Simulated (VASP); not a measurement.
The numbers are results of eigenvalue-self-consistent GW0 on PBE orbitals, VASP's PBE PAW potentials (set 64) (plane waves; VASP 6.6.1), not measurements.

Input for VASP

**KPOINTS**
```
Automatic mesh
0
Gamma
4 4 4
0 0 0
```

### INCAR
```
SYSTEM = SnTe
PREC = Normal
ENCUT = 500
ALGO = EVGW0
LREAL = .FALSE.
LASPH = .TRUE.
ISMEAR = 0
SIGMA = 0.01
GGA = PE
LWAVE = .FALSE.
LCHARG = .FALSE.
NELMGW = 4
NBANDS = 160
NOMEGA = 64
ENCUTGW = 200
NBANDSGW = 18
LSPECTRALGW = .TRUE.
```

**POSCAR**
```
SnTe
1
    0.0000000000     3.1600000000     3.1600000000
    3.1600000000     0.0000000000     3.1600000000
    3.1600000000     3.1600000000     0.0000000000
Sn Te
1 1
Direct
  0.0000000000   0.0000000000   0.0000000000
  0.5000000000   0.5000000000   0.5000000000
```

POTCAR, in this order: Sn_d_GW Te_GW (PBE.64 set). Program: vasp_std. Read from the step before: WAVECAR, WAVEDER.

Output

File OSZICAR:
```
energies w=
    0.000    0.000    0.247    0.000    0.493    0.000    0.739    0.000
    0.982    0.000    1.223    0.000    1.463    0.000    1.699    0.000
    1.932    0.000    2.162    0.000    2.388    0.000    2.612    0.000
    2.832    0.000    3.050    0.000    3.264    0.000    3.477    0.000
    3.687    0.000    3.895    0.000    4.102    0.000    4.307    0.000
    4.512    0.000    4.717    0.000    4.922    0.000    5.128    0.000
    5.335    0.000    5.544    0.000    5.755    0.000    5.969    0.000
    6.188    0.000    6.410    0.000    6.638    0.000    6.872    0.000
    7.114    0.000    7.363    0.000    7.622    0.000    7.892    0.000
    8.175    0.000    8.471    0.000    8.784    0.000    9.115    0.000
    9.468    0.000    9.845    0.000   10.250    0.000   10.688    0.000
   11.163    0.000   11.683    0.000   12.255    0.000   12.890    0.000
   13.598    0.000   14.395    0.000   15.301    0.000   16.341    0.000
   17.549    0.000   18.969    0.000   20.664    0.000   22.725    0.000
   25.282    0.000   28.539    0.000   32.823    0.000   38.706    0.000
   47.273    0.000   60.875    0.000   85.735    0.000  145.477    0.000
NQ=   1    0.0000    0.0000    0.0000,
 performed        238000 updates of chi_q(r,r)
NQ=   2    0.2500    0.0000    0.0000,
 performed        683000 updates of chi_q(r,r)
NQ=   3    0.5000    0.0000    0.0000,
 performed       1024000 updates of chi_q(r,r)
NQ=   4    0.2500    0.2500    0.0000,
 performed       1429000 updates of chi_q(r,r)
NQ=   5    0.5000    0.2500    0.0000,
 performed       1966000 updates of chi_q(r,r)
NQ=   6   -0.2500    0.2500    0.0000,
 performed       2446000 updates of chi_q(r,r)
NQ=   7    0.5000    0.5000    0.0000,
 performed       2764000 updates of chi_q(r,r)
NQ=   8   -0.2500    0.5000    0.2500,
 performed       3174000 updates of chi_q(r,r)
 resolving degeneracies of screened two electron integrals
NQ=   1    0.0000    0.0000    0.0000,
 performed        238000 updates of chi_q(r,r)
NQ=   2    0.2500    0.0000    0.0000,
 performed        683000 updates of chi_q(r,r)
NQ=   3    0.5000    0.0000    0.0000,
 performed       1025000 updates of chi_q(r,r)
NQ=   4    0.2500    0.2500    0.0000,
 performed       1430000 updates of chi_q(r,r)
NQ=   5    0.5000    0.2500    0.0000,
 performed       1967000 updates of chi_q(r,r)
NQ=   6   -0.2500    0.2500    0.0000,
 performed       2447000 updates of chi_q(r,r)
NQ=   7    0.5000    0.5000    0.0000,
 performed       2765000 updates of chi_q(r,r)
NQ=   8   -0.2500    0.5000    0.2500,
 performed       3176000 updates of chi_q(r,r)
 resolving degeneracies of screened two electron integrals
NQ=   1    0.0000    0.0000    0.0000,
 performed        238000 updates of chi_q(r,r)
NQ=   2    0.2500    0.0000    0.0000,
 performed        683000 updates of chi_q(r,r)
NQ=   3    0.5000    0.0000    0.0000,
 performed       1025000 updates of chi_q(r,r)
NQ=   4    0.2500    0.2500    0.0000,
 performed       1430000 updates of chi_q(r,r)
NQ=   5    0.5000    0.2500    0.0000,
 performed       1967000 updates of chi_q(r,r)
NQ=   6   -0.2500    0.2500    0.0000,
 performed       2447000 updates of chi_q(r,r)
NQ=   7    0.5000    0.5000    0.0000,
 performed       2765000 updates of chi_q(r,r)
NQ=   8   -0.2500    0.5000    0.2500,
 performed       3176000 updates of chi_q(r,r)
 resolving degeneracies of screened two electron integrals
NQ=   1    0.0000    0.0000    0.0000,
 performed        238000 updates of chi_q(r,r)
NQ=   2    0.2500    0.0000    0.0000,
 performed        683000 updates of chi_q(r,r)
NQ=   3    0.5000    0.0000    0.0000,
 performed       1025000 updates of chi_q(r,r)
NQ=   4    0.2500    0.2500    0.0000,
 performed       1430000 updates of chi_q(r,r)
NQ=   5    0.5000    0.2500    0.0000,
 performed       1967000 updates of chi_q(r,r)
NQ=   6   -0.2500    0.2500    0.0000,
 performed       2447000 updates of chi_q(r,r)
NQ=   7    0.5000    0.5000    0.0000,
 performed       2765000 updates of chi_q(r,r)
NQ=   8   -0.2500    0.5000    0.2500,
 performed       3176000 updates of chi_q(r,r)
 resolving degeneracies of screened two electron integrals
```

File OUTCAR:
```


 k-point   1 :       0.0000    0.0000    0.0000
  band No. old QP-enery  QP-energies   sigma(KS)   T+V_ion+V_H  V^pw_x(r,r')   Z            occupation Imag(sigma)

      1     -19.0501     -19.1416     -20.5755       1.3814     -27.1010       0.6360       2.0000       0.3187
      2     -19.0501     -19.1416     -20.5755       1.3814     -27.1010       0.6360       2.0000       0.3187
      3     -19.0282     -19.1209     -20.5530       1.3785     -27.0522       0.6334       2.0000       0.2961
      4     -19.0282     -19.1209     -20.5530       1.3785     -27.0522       0.6334       2.0000       0.2961
      5     -19.0282     -19.1209     -20.5530       1.3785     -27.0522       0.6334       2.0000       0.2961
      6      -7.1088      -7.1169     -10.8306       3.7086     -17.2315       0.6158       2.0000       1.1271
      7       0.9343       0.9298     -11.8620      12.7901     -13.6664       0.7221       2.0000       0.2230
      8       3.2610       3.2565     -10.9830      14.2376     -12.5282       0.7147       2.0000       0.1037
      9       3.2610       3.2565     -10.9830      14.2376     -12.5282       0.7147       2.0000       0.1037
     10       3.2610       3.2565     -10.9830      14.2376     -12.5282       0.7147       2.0000       0.1037
     11       9.0479       9.0451     -10.3698      19.4137      -5.5209       0.7084       0.0000      -0.1942
     12       9.0479       9.0451     -10.3698      19.4137      -5.5209       0.7084       0.0000      -0.1942
     13       9.0479       9.0451     -10.3698      19.4137      -5.5209       0.7084       0.0000      -0.1942
     14      10.3601      10.3580      -8.5699      18.9273      -3.9869       0.7542       0.0000      -0.1773
     15      10.3601      10.3580      -8.5699      18.9273      -3.9869       0.7542       0.0000      -0.1773
     16      10.3601      10.3580      -8.5699      18.9273      -3.9869       0.7542       0.0000      -0.1773
     17      12.3278      12.3259      -7.0614      19.3867      -1.9279       0.7446       0.0000      -0.2201
     18      12.6527      12.6509      -9.5113      22.1616      -4.5976       0.7405       0.0000      -0.2830

 k-point   2 :       0.2500    0.0000    0.0000
  band No. old QP-enery  QP-energies   sigma(KS)   T+V_ion+V_H  V^pw_x(r,r')   Z            occupation Imag(sigma)

      1     -19.0567     -19.1483     -20.5758       1.3748     -27.0986       0.6350       2.0000       0.3238
      2     -19.0567     -19.1483     -20.5758       1.3748     -27.0986       0.6350       2.0000       0.3238
      3     -19.0290     -19.1211     -20.5544       1.3798     -27.0537       0.6323       2.0000       0.2959
      4     -19.0290     -19.1195     -20.5592       1.3870     -27.0584       0.6323       2.0000       0.2959
      5     -19.0290     -19.1195     -20.5592       1.3870     -27.0584       0.6323       2.0000       0.2959
      6      -6.6261      -6.6339     -10.9746       4.3360     -17.1281       0.6268       2.0000       1.0486
      7      -1.1577      -1.1639     -11.2354      10.0688     -14.4805       0.6885       2.0000       0.4208
      8       3.3575       3.3532     -10.9322      14.2837     -12.3455       0.7210       2.0000       0.1021
      9       3.3575       3.3532     -10.9322      14.2837     -12.3455       0.7210       2.0000       0.1021
     10       4.5869       4.5837     -10.8980      15.4806     -11.1053       0.7410       2.0000       0.0559
     11       7.2230       7.2202     -10.0792      17.2983      -6.2569       0.7328       0.0000      -0.1048
     12       7.2230       7.2202     -10.0792      17.2983      -6.2569       0.7328       0.0000      -0.1048
     13       7.3135       7.3107      -9.9280      17.2378      -6.1785       0.7378       0.0000      -0.0985
     14      10.7117      10.7095      -8.3856      19.0944      -3.5769       0.7422       0.0000      -0.1934
     15      11.5950      11.5930      -8.7401      20.3323      -3.7751       0.7402       0.0000      -0.2339
     16      11.5950      11.5930      -8.7401      20.3323      -3.7751       0.7402       0.0000      -0.2339
     17      15.5345      15.5331      -9.9446      25.4772      -3.9373       0.7324       0.0000      -0.6428
     18      15.5345      15.5331      -9.9446      25.4772      -3.9373       0.7324       0.0000      -0.6428

 k-point   3 :       0.5000    0.0000    0.0000
  band No. old QP-enery  QP-energies   sigma(KS)   T+V_ion+V_H  V^pw_x(r,r')   Z            occupation Imag(sigma)

      1     -19.0616     -19.1544     -20.5764       1.3674     -27.0962       0.6301       2.0000       0.3262
      2     -19.0616     -19.1544     -20.5764       1.3674     -27.0962       0.6301       2.0000       0.3262
      3     -19.0291     -19.1217     -20.5566       1.3809     -27.0545       0.6320       2.0000       0.2972
      4     -19.0250     -19.1172     -20.5669       1.3963     -27.0646       0.6331       2.0000       0.2939
      5     -19.0250     -19.1172     -20.5669       1.3963     -27.0646       0.6331       2.0000       0.2939
      6      -5.8629      -5.8703     -11.3005       5.4259     -17.0611       0.6327       2.0000       0.8849
      7      -2.8496      -2.8565     -10.7206       7.8610     -14.9121       0.6846       2.0000       0.6977
      8       3.5759       3.5717     -10.9579      14.5280     -12.3381       0.7218       2.0000       0.0972
      9       3.5759       3.5717     -10.9579      14.5280     -12.3381       0.7218       2.0000       0.0972
     10       5.6496       5.6376      -9.3905      15.0241      -8.5559       0.7515       1.9872       0.0185
     11       5.6848       5.6910     -11.0200      16.7131      -8.3922       0.7445       0.0128      -0.0489
     12       5.9923       5.9893      -9.9382      15.9263      -6.5640       0.7429       0.0000      -0.0798
     13       5.9923       5.9893      -9.9382      15.9263      -6.5640       0.7429       0.0000      -0.0798
     14      13.2974      13.2952      -8.7570      22.0514      -3.2853       0.7284       0.0000      -0.3475
     15      14.4729      14.4711      -9.1229      23.5933      -3.4269       0.7278       0.0000      -0.4822
     16      14.6136      14.6119      -9.0403      23.6515      -3.4321       0.7280       0.0000      -0.3991
     17      14.6136      14.6119      -9.0403      23.6515      -3.4321       0.7280       0.0000      -0.3991
     18      15.1180      15.1161      -8.9576      24.0730      -3.0908       0.7239       0.0000      -0.4786

 k-point   4 :       0.2500    0.2500    0.0000
  band No. old QP-enery  QP-energies   sigma(KS)   T+V_ion+V_H  V^pw_x(r,r')   Z            occupation Imag(sigma)

      1     -19.0614     -19.1530     -20.5677       1.3612     -27.0961       0.6313       2.0000       0.3351
      2     -19.0485     -19.1404     -20.5799       1.3868     -27.1040       0.6357       2.0000       0.3178
      3     -19.0298     -19.1221     -20.5497       1.3735     -27.0500       0.6306       2.0000       0.2976
      4     -19.0253     -19.1176     -20.5619       1.3908     -27.0583       0.6328       2.0000       0.2932
      5     -19.0253     -19.1176     -20.5619       1.3908     -27.0583       0.6328       2.0000       0.2932
      6      -6.4869      -6.4948     -11.0516       4.5521     -17.1095       0.6227       2.0000       1.0071
      7      -0.8397      -0.8455     -11.4221      10.5741     -14.3767       0.6994       2.0000       0.3809
      8       2.3436       2.3387     -10.6195      12.9563     -12.5285       0.7085       2.0000       0.1507
      9       2.3436       2.3387     -10.6195      12.9563     -12.5285       0.7085       2.0000       0.1507
     10       3.4145       3.4107     -10.4773      13.8866     -11.3107       0.7357       2.0000       0.0976
     11       7.7424       7.7397     -10.7796      18.5184      -7.0444       0.7445       0.0000      -0.1327
     12       8.5342       8.5319      -8.0639      16.5950      -3.8824       0.7568       0.0000      -0.1130
     13       9.5599       9.5572     -10.4655      20.0216      -5.5520       0.7095       0.0000      -0.2240
     14       9.5599       9.5572     -10.4655      20.0216      -5.5520       0.7095       0.0000      -0.2240
     15      13.2688      13.2670      -9.2524      22.5187      -3.8997       0.7362       0.0000      -0.3546
     16      13.2688      13.2670      -9.2524      22.5187      -3.8997       0.7362       0.0000      -0.3546
     17      13.2688      13.2670      -9.2524      22.5187      -3.8997       0.7362       0.0000      -0.3546
     18      14.0378      14.0364      -8.9159      22.9519      -3.4896       0.7466       0.0000      -0.3926

 k-point   5 :       0.5000    0.2500    0.0000
  band No. old QP-enery  QP-energies   sigma(KS)   T+V_ion+V_H  V^pw_x(r,r')   Z            occupation Imag(sigma)

      1     -19.0608     -19.1531     -20.5592       1.3529     -27.0916       0.6343       2.0000       0.3436
      2     -19.0557     -19.1473     -20.5808       1.3808     -27.1024       0.6348       2.0000       0.3220
      3     -19.0295     -19.1216     -20.5535       1.3784     -27.0532       0.6323       2.0000       0.2981
      4     -19.0248     -19.1164     -20.5661       1.3970     -27.0623       0.6348       2.0000       0.2928
      5     -19.0248     -19.1164     -20.5661       1.3970     -27.0623       0.6348       2.0000       0.2928
      6      -5.7518      -5.7592     -11.3928       5.6296     -17.0683       0.6389       2.0000       0.8708
      7      -2.1485      -2.1553     -10.9358       8.7772     -14.6680       0.6766       2.0000       0.5551
      8       1.2768       1.2717     -10.1471      11.4167     -12.4731       0.7112       2.0000       0.2508
      9       2.3274       2.3226     -10.5445      12.8651     -12.3726       0.7119       2.0000       0.1534
     10       2.9890       2.9849     -10.5546      13.5380     -11.6440       0.7263       2.0000       0.1108
     11       8.3135       8.3107     -10.2566      18.5663      -6.1322       0.7321       0.0000      -0.1440
     12       8.3135       8.3107     -10.2566      18.5663      -6.1322       0.7321       0.0000      -0.1440
     13       9.7989       9.7966     -10.7507      20.5465      -5.9778       0.7292       0.0000      -0.2532
     14       9.8426       9.8404      -8.6755      18.5150      -3.9941       0.7418       0.0000      -0.1773
     15      14.1622      14.1602      -8.8151      22.9746      -3.1865       0.7241       0.0000      -0.4097
     16      14.8712      14.8694      -8.8363      23.7050      -3.1140       0.7234       0.0000      -0.4210
     17      15.7727      15.7712      -9.0383      24.8090      -3.1404       0.7305       0.0000      -0.5392
...
```
(Selected blocks of OUTCAR.)

The mesh is coarse and the basis finite, so the quasiparticle values are not converged. VASP warned that its frequency grid is unfit for quasiparticle energies.

The compound is SnTe in the rock salt structure, which distorts at low temperature. The cell was not relaxed at this level. The k-mesh is coarse (spacing up to 0.43 per Å, 2π included), so the numbers may not be converged in it.
